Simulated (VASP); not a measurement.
**Re: free energy against electron temperature**

How do entropy and free energy of the electrons in Re grow with the Fermi-Dirac width, and how far does the Sommerfeld expansion hold?

Program: VASP 6.6.1. Level of theory: PBEsol; plane waves and PAW (Re), in the first sound run; inputs show where later runs differ. Results are calculated unless marked as measured.

### Step 1. Starting point

It takes space group P6_3/mmc (No. 194, hexagonal). The conventional cell has a = 2.760 Å, b = 2.760 Å, c = 4.457 Å, α = 90.00°, β = 90.00°, γ = 120.00°. Nearest to Re lie 12 Re at 2.74 to 2.76 Å.

### Step 2. Relax the crystal, PBEsol

The cell is relaxed and then held.

This step took 2 runs in a row; the last is shown.

Level: PBEsol; plane waves and PAW (Re).

Contents of INCAR:

```
SYSTEM = Re
PREC = Accurate
ENCUT = 450
EDIFF = 1E-07
NELM = 120
ISMEAR = 1
SIGMA = 0.15
LREAL = .FALSE.
ALGO = Normal
GGA = PS
NBANDS = 13
LASPH = .TRUE.
LORBIT = 11
LWAVE = .FALSE.
LCHARG = .FALSE.
KPAR = 8
IBRION = 2
NSW = 40
ISIF = 3
EDIFFG = -0.005
POTIM = 0.4
```

Contents of POSCAR:

```
Re
1.0
    2.7503579824      0.0000000000      0.0000000000
   -1.3751789912      2.3818798822      0.0000000000
    0.0000000000      0.0000000000      4.4434960373
Re
2
Direct
    0.0000000000      0.0000000000      0.0000000000
    0.3333333333      0.6666666667      0.5000000000
```

Contents of KPOINTS:

```
Automatic mesh
0
Gamma
18 18 10
0 0 0
```

The projector-augmented-wave data sets are Re (PBE family, release 64).

Run with:

```sh
mpirun -np 8 vasp_std
```

What it wrote:

```text
[banner, memory and clock lines left out]
running    8 mpi-ranks, on    1 nodes
[...]
|                                                                             |
|           W    W    AA    RRRRR   N    N  II  N    N   GGGG   !!!           |
|           W    W   A  A   R    R  NN   N  II  NN   N  G    G  !!!           |
|           W    W  A    A  R    R  N N  N  II  N N  N  G       !!!           |
|           W WW W  AAAAAA  RRRRR   N  N N  II  N  N N  G  GGG   !            |
|           WW  WW  A    A  R   R   N   NN  II  N   NN  G    G                |
|           W    W  A    A  R    R  N    N  II  N    N   GGGG   !!!           |
|                                                                             |
|     For optimal performance we recommend to set                             |
|       NCORE = 2 up to number-of-cores-per-socket                            |
|     NCORE specifies how many cores store one orbital (NPAR=cpu/NCORE).      |
|     This setting can greatly improve the performance of VASP for DFT.       |
[...]
|     You enforced a specific xc type in the INCAR file but a different       |
|     [... a line on the potential file left out ...]
|     I HOPE YOU KNOW WHAT YOU ARE DOING!                                     |
|                                                                             |

 LDA part: xc-table for (Slater+PW92), standard interpolation
 POSCAR, INCAR and KPOINTS ok, starting setup
[...]
entering main loop
       N       E                     dE             d eps       ncg     rms          rms(c)
DAV:   1     0.181257210087E+02    0.18126E+02   -0.64888E+03 11444   0.123E+03
DAV:   2    -0.267685029685E+02   -0.44894E+02   -0.39545E+02  9629   0.277E+02
DAV:   3    -0.282253358326E+02   -0.14568E+01   -0.13628E+01 10163   0.573E+01
DAV:   4    -0.282454376238E+02   -0.20102E-01   -0.19356E-01  9210   0.425E+00
[...]
DAV:  11    -0.267349690584E+02   -0.79285E-06   -0.10277E-06  8738   0.218E-02    0.254E-03
DAV:  12    -0.267349687936E+02    0.26480E-06   -0.27434E-07  6426   0.745E-03    0.108E-03
DAV:  13    -0.267349687724E+02    0.21189E-07   -0.11311E-08  4796   0.293E-03
   1 F= -.26734969E+02 E0= -.26735053E+02  d E =-.267350E+02
[...]
reached required accuracy - stopping structural energy minimisation
```

The job ended after 5.4 s (8 MPI ranks of Intel Xeon 6975P-C (Granite Rapids), shared host; peak memory 1.4 GiB).

Lines that name or quote the potential files are left out of all logs, and their timing lines are given in words.

OUTCAR, selected parts (step 2):

```text
  Total        0.0096613      0.0096613      0.0029864      0.0000000     -0.0000000     -0.0000000
  in kB        0.5317539      0.5317539      0.1643711      0.0000000     -0.0000000     -0.0000000
  external PRESSURE =       0.4092930 kB  Pullay stress =       0.0000000 kB

 POSITION                                       TOTAL-FORCE (eV/Angst)
 -----------------------------------------------------------------------------------
      0.00000      0.00000      0.00000        -0.000000      0.000000      0.000000
     -0.00000      1.58792      2.22175         0.000000      0.000000      0.000000
 -----------------------------------------------------------------------------------
    total drift:                                0.000000     -0.000000     -0.000000

  FREE ENERGIE OF THE ION-ELECTRON SYSTEM (eV)
  ---------------------------------------------------
  free  energy   TOTEN  =       -26.7349687724 eV

  energy  without entropy=      -26.7352219423  energy(sigma->0) =      -26.73505316

 reached required accuracy - stopping structural energy minimisation

[... 3 further parts left out ...]
[key lines of the parts left out:]
E-fermi :   7.8313
```

Numbers from this step:

```
energy(sigma→0) of the program : -26.7351 eV
stress, compression positive   : xx, yy, zz 0.05, 0.05, 0.02 GPa
volume                         : 29.109 Å³
ionic steps                    : 1
```

### Step 3. Tetrahedra, PBEsol

Tetrahedra give the density of states at the Fermi level without smearing.

Level: PBEsol; plane waves and PAW (Re).

Contents of INCAR:

```
SYSTEM = Re
PREC = Accurate
ENCUT = 450
EDIFF = 1E-08
NELM = 100
ISMEAR = -5
SIGMA = 0.15
LREAL = .FALSE.
ALGO = Normal
GGA = PS
NBANDS = 23
LASPH = .TRUE.
LORBIT = 11
LWAVE = .FALSE.
LCHARG = .FALSE.
KPAR = 2
ISIF = 2
NEDOS = 3001
```

POSCAR is that of step 2.

Contents of KPOINTS:

```
Automatic mesh
0
Gamma
32 32 18
0 0 0
```

Run with:

```sh
mpirun -np 2 vasp_std
```

What it wrote:

```text
[banner, memory and clock lines left out]
running    2 mpi-ranks, on    1 nodes
[...]
[... a notice as in an earlier step ...]

 LDA part: xc-table for (Slater+PW92), standard interpolation
 POSCAR, INCAR and KPOINTS ok, starting setup
[...]
entering main loop
       N       E                     dE             d eps       ncg     rms          rms(c)
DAV:   1     0.209285499757E+02    0.20929E+02   -0.58043E+03 93840   0.695E+02
DAV:   2    -0.273552875463E+02   -0.48284E+02   -0.43241E+02 80345   0.228E+02
DAV:   3    -0.282409637020E+02   -0.88568E+00   -0.88123E+00 65542   0.259E+01
DAV:   4    -0.282471035679E+02   -0.61399E-02   -0.61329E-02 79340   0.147E+00
[...]
DAV:  11    -0.267363633359E+02   -0.16661E-05   -0.71465E-07 82616   0.985E-03    0.174E-03
DAV:  12    -0.267363630299E+02    0.30596E-06   -0.36509E-08 72536   0.389E-03    0.589E-04
DAV:  13    -0.267363630271E+02    0.28438E-08   -0.59139E-10 37335   0.898E-04
   1 F= -.26736363E+02 E0= -.26736363E+02  d E =0.000000E+00
|                                                                             |
|           W    W    AA    RRRRR   N    N  II  N    N   GGGG   !!!           |
|           W    W   A  A   R    R  NN   N  II  NN   N  G    G  !!!           |
|           W    W  A    A  R    R  N N  N  II  N N  N  G       !!!           |
|           W WW W  AAAAAA  RRRRR   N  N N  II  N  N N  G  GGG   !            |
|           WW  WW  A    A  R   R   N   NN  II  N   NN  G    G                |
|           W    W  A    A  R    R  N    N  II  N    N   GGGG   !!!           |
|                                                                             |
|     Tetrahedron method does not include variations of the Fermi             |
|     occupations, so forces and stress will be inaccurate. We suggest        |
|     using a different smearing scheme ISMEAR = 1 or 2 for metals in         |
|     relaxations.                                                            |
|                                                                             |
```

Run time: 1.9 min. Hardware: 2 MPI ranks; peak memory 1.1 GiB; 3.8 min of CPU time.

From OUTCAR (step 3):

```text
  Total        0.0260382      0.0260382     -0.0203249      0.0000000      0.0000000      0.0000000
  in kB        1.4331353      1.4331353     -1.1186801      0.0000000      0.0000000      0.0000000
  external PRESSURE =       0.5825301 kB  Pullay stress =       0.0000000 kB

  FREE ENERGIE OF THE ION-ELECTRON SYSTEM (eV)
  ---------------------------------------------------
  free  energy   TOTEN  =       -26.7363630271 eV

  energy  without entropy=      -26.7363630271  energy(sigma->0) =      -26.73636303

[... 2 parts as in an earlier step ...]

[... 2 further parts left out ...]
[key lines of the parts left out:]
E-fermi :   7.8397
```

This run gave:

| Property | Result |
| --- | --- |
| energy(sigma→0) of the program | -26.7364 eV |

The run ends at a pressure of 0.06 GPa.

### Step 4. Electron temperature, PBEsol

One member in full: SIGMA = 0.3 eV.

Level: PBEsol; plane waves and PAW (Re).

INCAR, as its differences from that of step 3:

```diff
@@ -5,4 +5,4 @@
 NELM = 100
-ISMEAR = -5
-SIGMA = 0.15
+ISMEAR = -1
+SIGMA = 0.3
 LREAL = .FALSE.
@@ -17,2 +17 @@
 ISIF = 2
-NEDOS = 3001
```

POSCAR is that of step 3.

KPOINTS is that of step 3.

Run with:

```sh
mpirun -np 2 vasp_std
```

What it wrote:

```text
[... set-up lines as in an earlier step ...]
 entering main loop
       N       E                     dE             d eps       ncg     rms          rms(c)
DAV:   1     0.207479095509E+02    0.20748E+02   -0.58043E+03 93840   0.695E+02
DAV:   2    -0.275781161194E+02   -0.48326E+02   -0.43116E+02 80345   0.227E+02
DAV:   3    -0.284640014182E+02   -0.88589E+00   -0.88167E+00 65542   0.259E+01
DAV:   4    -0.284701531240E+02   -0.61517E-02   -0.61490E-02 79340   0.147E+00
[...]
DAV:  12    -0.269842966144E+02    0.22073E-06   -0.44288E-08 72748   0.397E-03    0.595E-04
DAV:  13    -0.269842965962E+02    0.18248E-07   -0.54593E-10 36900   0.845E-04    0.214E-04
DAV:  14    -0.269842965877E+02    0.84742E-08   -0.54614E-10 38678   0.662E-04
   1 F= -.26984297E+02 E0= -.26730673E+02  d E =-.507247E+00
```

Wall time 1.9 min (2 MPI ranks); peak memory 0.94 GiB; 3.7 min of CPU time.

OUTCAR, selected parts (step 4):

```text
  LATTYP: Found a hexagonal cell.
 ALAT       =     2.7503579824
 C/A-ratio  =     1.6156064286

 Subroutine GETGRP returns: Found 24 space group operations
 (whereof 12 operations were pure point group operations)

The static configuration has the point symmetry D_3h.
 The point group associated with its full space group is D_6h.

 Found   1020 irreducible k-points:

   dimension x,y,z NGX =    20 NGY =   20 NGZ =   32
   dimension x,y,z NGXF=    40 NGYF=   40 NGZF=   64

   ENCUT  =  450.0 eV  33.07 Ry    5.75 a.u.   4.76  4.76  7.69*2*pi/ulx,y,z

   NELECT =      14.0000    total number of electrons

 E-fermi :   7.9291

 k-point     1 :       0.0000    0.0000    0.0000
  band No.  band energies     occupation
    ...
      5       6.2445      1.99274
      6       7.0951      1.88316
      7       7.0951      1.88316
      8       8.0565      0.79085
      9       8.0565      0.79085
     10       8.4857      0.27049
     11      11.2864      0.00003
     12      11.2864      0.00003
     13      17.9977      0.00000
     14      22.0341      0.00000
    ...

 k-point     2 :       0.0312    0.0000    0.0000
  band No.  band energies     occupation
    ...
      5       6.4304      1.98656
      6       7.0642      1.89401
      7       7.1306      1.86946
      8       7.9954      0.88995
      9       8.0234      0.84404
     10       8.3383      0.40715
     11      11.3092      0.00003
     12      11.4962      0.00001
     13      17.9974      0.00000
     14      22.1269      0.00000
    ...

  Total        0.4702456      0.4702456      0.0216187      0.0000000     -0.0000000      0.0000000
  in kB       25.8822153     25.8822153      1.1898876      0.0000000     -0.0000000      0.0000000
  external PRESSURE =      17.6514394 kB  Pullay stress =       0.0000000 kB

  FREE ENERGIE OF THE ION-ELECTRON SYSTEM (eV)
  ---------------------------------------------------
  free  energy   TOTEN  =       -26.9842965877 eV

  energy  without entropy=      -26.4770492856  energy(sigma->0) =      -26.73067294

 total charge
# of ion       s       p       d       tot
------------------------------------------
    1        0.631   0.685   4.889   6.204
    2        0.631   0.685   4.889   6.204
--------------------------------------------------
tot          1.261   1.369   9.778  12.409

[... 3 parts as in an earlier step ...]

[... 7 further parts left out ...]
```

This run gave:

- energy(sigma→0) of the program: -26.7307 eV
- stress, compression positive: xx, yy, zz 2.59, 2.59, 0.12 GPa

The run ends at a pressure of 1.77 GPa.

### Step 5. The whole series

The other members went through these steps as far as the tables show, on the same mesh; 7 runs are not shown. The session took 0.55 core hours (wall time by ranks) on a shared machine.

| width kT (eV) | temperature (K) | free energy less that of the narrowest width (meV/atom) | TS (meV/atom) | pressure (GPa) | shift of the Fermi level (eV) |
| --- | --- | --- | --- | --- | --- |
| 0.025 | 290 | 0.000 | 1.506 | 0.028 | 0.000 |
| 0.050 | 580 | -2.315 | 6.295 | 0.065 | 0.004 |
| 0.075 | 870 | -6.322 | 14.621 | 0.125 | 0.009 |
| 0.100 | 1160 | ? | ? | 0.207 | 0.014 |
| 0.150 | 1741 | -28.897 | 61.260 | 0.446 | 0.028 |
| 0.200 | 2321 | -52.955 | 110.837 | 0.784 | 0.045 |
| 0.300 | 3481 | -122.969 | 253.624 | 1.765 | 0.090 |

### Step 6. The Sommerfeld expansion

At low temperature TS = (π²/3) g (kT)², so TS, twice the difference of energy(sigma→0) and the free energy, over (π²/3)(kT)² is an effective density of states: 0.732, 0.765, 0.790, 0.828, 0.842, 0.857 states/eV/atom in the rows shown.

Fitting a parabola to the 6 known rows (σ: width in eV) gives g = − 1.970 σ² + 1.060 σ + 0.7141 in states/eV/atom; the residuals are 0.0049 states/eV/atom r.m.s.

At σ = 0.1 this predicts 0.800 states/eV/atom.

### Step 7. The withheld row

The calculation gives 0.806 states/eV/atom, so the prediction is 0.006 states/eV/atom too low, within twice the residual of the fit.

The parabola in σ is an empirical guide, not the expansion itself. Tetrahedra give g = 0.740 states/eV/atom at the Fermi level, the limit that the series should reach at zero width.

### Step 8. Outcome

| Item | Value |
| --- | --- |
| density of states at the Fermi level, tetrahedra | 0.74 states/eV/atom |
| Sommerfeld coefficient from it | 1.74 mJ per mole of atoms and K² |
| pressure at the widest setting | 1.77 GPa |
| error of the predicted g | -0.006 states/eV/atom |

Against the tetrahedron value, the effective density of states stands at -1 % at 0.025 eV, +3 % at 0.05 eV, +9 % at 0.1 eV, +16 % at 0.3 eV. At the widest setting the states within reach are denser than those at the Fermi level. Spin-orbit coupling is left out. The bare coefficient lacks the electron-phonon enhancement of measured heat capacities.

[Lines on the potential files, build, host, timing and source positions are cut from VASP's logs without a mark.]

[Logs are printed without paths, hosts, clocks, repeated set-up lines and the standing remarks that a program may print on its own settings, such as how far it seeks lower states.]

[Hosts, paths, dates, database ids (printed as entryN), source tags and the programs' standing remarks are cut or masked in the printed files.]
